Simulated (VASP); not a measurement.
Consider the following.

```
CELL_PARAMETERS angstrom
      0.00000     2.50842     2.50842
      2.50842     0.00000     2.50842
      2.50842     2.50842     0.00000
ATOMIC_POSITIONS crystal
  Ni 0.75000 0.75000 0.75000
  Ni 0.50000 0.50000 0.50000
```
Starting moments (μB, in the order of the record's atoms Ni Ni): -0.9 -0.9.

Calculation: r2SCAN meta-GGA, VASP's PBE PAW potentials (set 64) (plane waves; VASP). Numerical set-up: 400 eV cut-off, 14×14×14 Γ-centred mesh, tetrahedra with Blöchl corrections, potentials Ni.

Question: Estimate the cell moment, energy per atom (σ→0), band gap (over mesh and band path) with the smallest direct gap where there is one.

Answer: 
```json
{
  "band gap (over mesh and band path)": "none (metal, semimetal or under 0.01 eV)",
  "cell_moment": "-1.68 μB",
  "energy per atom (σ→0)": "-10.689 eV/atom"
}
```

Question: Give the moment on each site (PAW-sphere projection).

Answer: 
```json
[
 {"site": "Ni1", "moment (μB)": "-0.84"},
 {"site": "Ni2", "moment (μB)": "-0.84"}
]
```

The structure was generated: Ni was put into the diamond type (Fd-3m), which need not be its known phase. It was relaxed first, which changed the volume by +30 %.
